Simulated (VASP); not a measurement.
Computed with PBE GGA with D3 dispersion (Becke-Johnson damping), VASP's PBE PAW potentials (set 64) (plane waves; VASP).

A VASP calculation is set up with these files.

### POSCAR
```
MgI2 monolayer
1
    4.1431196180    -0.0000000000    -0.0000000000
   -2.0715598090     3.5880464160     0.0000000000
    0.0000000000     0.0000000000    19.3844626206
I Mg
2 1
Direct
  0.6666670000   0.3333330000   0.4139084253
  0.3333330000   0.6666670000   0.5860915747
  1.0000000000   0.0000000000   0.5000000000
```

### KPOINTS
```
Regular mesh
0
Gamma
  6 6 1
0 0 0
```

### INCAR
```
SYSTEM = MgI2 monolayer
PREC = Accurate
ENCUT = 400
EDIFF = 1E-6
NELM = 100
ALGO = Normal
LREAL = .FALSE.
LASPH = .TRUE.
ISMEAR = 0
SIGMA = 0.05
GGA = PE
IVDW = 12
LMAXMIX = 4
LWAVE = .FALSE.
LCHARG = .FALSE.
IBRION = 2
ISIF = 4
NSW = 60
EDIFFG = -0.02
```

POTCAR, in this order: I Mg (PBE.64 set). Program: vasp_std.

Output of the run:

File OSZICAR:
```
       N       E                     dE             d eps       ncg     rms          rms(c)
DAV:   1     0.108830676859E+03    0.10883E+03   -0.40946E+03   168   0.751E+02
DAV:   2     0.313959226408E+01   -0.10569E+03   -0.10072E+03   320   0.128E+02
DAV:   3    -0.751239715239E+01   -0.10652E+02   -0.10558E+02   208   0.573E+01
DAV:   4    -0.786342345076E+01   -0.35103E+00   -0.35063E+00   208   0.128E+01
DAV:   5    -0.787429840905E+01   -0.10875E-01   -0.10875E-01   220   0.261E+00    0.401E+00
DAV:   6    -0.774794145792E+01    0.12636E+00   -0.15917E-01   204   0.218E+00    0.272E+00
DAV:   7    -0.772809943863E+01    0.19842E-01   -0.20949E-01   196   0.252E+00    0.572E-01
DAV:   8    -0.772157474653E+01    0.65247E-02   -0.23234E-02   196   0.878E-01    0.298E-01
DAV:   9    -0.772175283986E+01   -0.17809E-03   -0.18994E-03   204   0.284E-01    0.161E-01
DAV:  10    -0.772172750265E+01    0.25337E-04   -0.12664E-04   196   0.922E-02    0.401E-02
DAV:  11    -0.772176172976E+01   -0.34227E-04   -0.54833E-05   196   0.434E-02    0.478E-02
DAV:  12    -0.772176584323E+01   -0.41135E-05   -0.38842E-06   208   0.117E-02    0.222E-02
DAV:  13    -0.772178355503E+01   -0.17712E-04   -0.16759E-06   160   0.734E-03    0.765E-03
DAV:  14    -0.772180458427E+01   -0.21029E-04   -0.38815E-06   200   0.973E-03    0.251E-02
DAV:  15    -0.772180889379E+01   -0.43095E-05   -0.10884E-06   168   0.578E-03    0.341E-03
DAV:  16    -0.772181487567E+01   -0.59819E-05   -0.11920E-06   168   0.514E-03    0.110E-02
DAV:  17    -0.772181681364E+01   -0.19380E-05   -0.19622E-07   156   0.268E-03    0.402E-03
DAV:  18    -0.772181929364E+01   -0.24800E-05   -0.88641E-08   148   0.159E-03    0.431E-04
DAV:  19    -0.772182124355E+01   -0.19499E-05   -0.24556E-08   148   0.804E-04    0.203E-04
DAV:  20    -0.772182269803E+01   -0.14545E-05   -0.25988E-08   144   0.592E-04    0.154E-04
DAV:  21    -0.772182293642E+01   -0.23839E-06   -0.41906E-09   148   0.304E-04
   1 F= -.84260829E+01 E0= -.84260829E+01  d E =-.842608E+01
       N       E                     dE             d eps       ncg     rms          rms(c)
DAV:   1    -0.772188387929E+01   -0.61181E-04   -0.17777E-02   196   0.747E-01    0.678E-02
DAV:   2    -0.772168699275E+01    0.19689E-03   -0.44650E-04   196   0.159E-01    0.417E-02
DAV:   3    -0.772155404631E+01    0.13295E-03   -0.12028E-04   200   0.708E-02    0.144E-02
DAV:   4    -0.772152621388E+01    0.27832E-04   -0.40790E-05   216   0.374E-02    0.614E-03
DAV:   5    -0.772152353773E+01    0.26762E-05   -0.19944E-06   188   0.941E-03    0.453E-03
DAV:   6    -0.772152381239E+01   -0.27466E-06   -0.35767E-06   200   0.995E-03
   2 F= -.84264537E+01 E0= -.84264537E+01  d E =-.370733E-03
       N       E                     dE             d eps       ncg     rms          rms(c)
DAV:   1    -0.772147542376E+01    0.48114E-04   -0.37246E-02   188   0.108E+00    0.983E-02
DAV:   2    -0.772104703905E+01    0.42838E-03   -0.94352E-04   196   0.230E-01    0.604E-02
DAV:   3    -0.772076582539E+01    0.28121E-03   -0.25535E-04   200   0.103E-01    0.209E-02
DAV:   4    -0.772071159361E+01    0.54232E-04   -0.87779E-05   208   0.548E-02    0.898E-03
DAV:   5    -0.772070883253E+01    0.27611E-05   -0.46358E-06   212   0.139E-02    0.683E-03
DAV:   6    -0.772071501243E+01   -0.61799E-05   -0.83748E-06   184   0.151E-02    0.493E-03
DAV:   7    -0.772072575803E+01   -0.10746E-04   -0.12252E-06   148   0.618E-03    0.264E-03
DAV:   8    -0.772074719275E+01   -0.21435E-04   -0.34061E-06   188   0.750E-03    0.208E-03
DAV:   9    -0.772075207505E+01   -0.48823E-05   -0.28983E-07   152   0.235E-03    0.179E-03
DAV:  10    -0.772075580915E+01   -0.37341E-05   -0.23675E-07   144   0.173E-03    0.146E-03
DAV:  11    -0.772075699618E+01   -0.11870E-05   -0.15557E-07   152   0.134E-03    0.121E-03
DAV:  12    -0.772075761652E+01   -0.62034E-06   -0.20105E-08   152   0.637E-04
   3 F= -.84266452E+01 E0= -.84266452E+01  d E =-.562241E-03
```

### OUTCAR
```
------------------------ aborting loop because EDIFF is reached ----------------------------------------
 Edisp (eV)   -0.70589
  FORCE on cell =-STRESS in cart. coord.  units (eV):
  Direction    XX          YY          ZZ          XY          YZ          ZX
  --------------------------------------------------------------------------------------
  Total      -0.05025    -0.05025    -0.04579    -0.00000    -0.00000     0.00000
  in kB      -0.27937    -0.27937    -0.25462    -0.00000    -0.00000     0.00000
  external pressure =       -0.27 kB  Pullay stress =        0.00 kB
  volume of cell :      288.16
      direct lattice vectors                 reciprocal lattice vectors
     4.133052627  0.000000000  0.000000000     0.241951916  0.139691020  0.000000000
    -2.066526313  3.579328149  0.000000000    -0.000000000  0.279382040  0.000000000
     0.000000000  0.000000000 19.479008161     0.000000000  0.000000000  0.051337316
 POSITION                                       TOTAL-FORCE (eV/Angst)
 -----------------------------------------------------------------------------------
      2.06653      1.19311      8.05818        -0.000000      0.000000      0.009872
     -0.00000      2.38622     11.42082         0.000000     -0.000000     -0.009872
     -0.00000      0.00000      9.73950         0.000000      0.000000      0.000000
 -----------------------------------------------------------------------------------
    total drift:                                0.000000      0.000000      0.000000
  FREE ENERGIE OF THE ION-ELECTRON SYSTEM (eV)
  ---------------------------------------------------
  free  energy   TOTEN  =        -8.4266451643 eV

  energy  without entropy=       -8.4266451643  energy(sigma->0) =       -8.42664516

 reached required accuracy - stopping structural energy minimisation
```
(Selected blocks of OUTCAR.)

**CONTCAR**
```
MgI2 monolayer
   1.00000000000000
     4.1330526266201417    0.0000000000000000    0.0000000000000000
    -2.0665263133100709    3.5793281492978655    0.0000000000000000
     0.0000000000000000    0.0000000000000000   19.4790081611739474
  I               Mg
     2     1
Direct
     0.6666669999999968    0.3333330000000032    0.4136855528562874
     0.3333330000000032    0.6666669999999968    0.5863144471437126
     0.0000000000000000    0.0000000000000000    0.5000000000000000
```

### OUTCAR
```
 val. band max:       -3.2922917123   @ k =   0.0000   0.0000   0.0000

 cond. band min:       0.3318315746   @ k =   0.5000   0.0000   0.0000


 Fermi energy:        -3.0387125622

 k-point     1 :       0.0000    0.0000    0.0000
  band No.  band energies     occupation
      1     -15.2135      2.00000
      2     -14.6903      2.00000
      3      -6.3621      2.00000
      4      -4.0304      2.00000
      5      -3.5645      2.00000
      6      -3.5645      2.00000
      7      -3.2923      2.00000
      8      -3.2923      2.00000
      9       0.7807      0.00000
     10       1.6419      0.00000
     11       2.6644      0.00000
     12       2.7094      0.00000

 k-point     2 :       0.1667    0.0000    0.0000
  band No.  band energies     occupation
      1     -15.0752      2.00000
      2     -14.6045      2.00000
      3      -6.2463      2.00000
      4      -4.6327      2.00000
      5      -4.1006      2.00000
      6      -3.8837      2.00000
      7      -3.8607      2.00000
      8      -3.3841      2.00000
      9       1.4319      0.00000
     10       2.1767      0.00000
     11       2.7955      0.00000
     12       2.8651      0.00000

 k-point     3 :       0.3333   -0.0000    0.0000
  band No.  band energies     occupation
      1     -14.7511      2.00000
      2     -14.4388      2.00000
      3      -6.4033      2.00000
      4      -5.8286      2.00000
      5      -4.8539      2.00000
      6      -4.2907      2.00000
      7      -3.9195      2.00000
      8      -3.6377      2.00000
      9       0.7839      0.00000
     10       2.1662      0.00000
     11       2.6660      0.00000
     12       3.5650      0.00000

 k-point     4 :       0.5000    0.0000    0.0000
  band No.  band energies     occupation
      1     -14.5338      2.00000
      2     -14.3858      2.00000
      3      -6.8430      2.00000
      4      -6.2254      2.00000
      5      -4.7183      2.00000
      6      -4.4684      2.00000
...
```

The cell holds a wide vacuum, so values per volume refer to the whole cell. Unless said otherwise, spin-orbit coupling is left out, though it shifts the bands of the heavy elements here.

The cell is a sheet with vacuum, built from a generated structure.
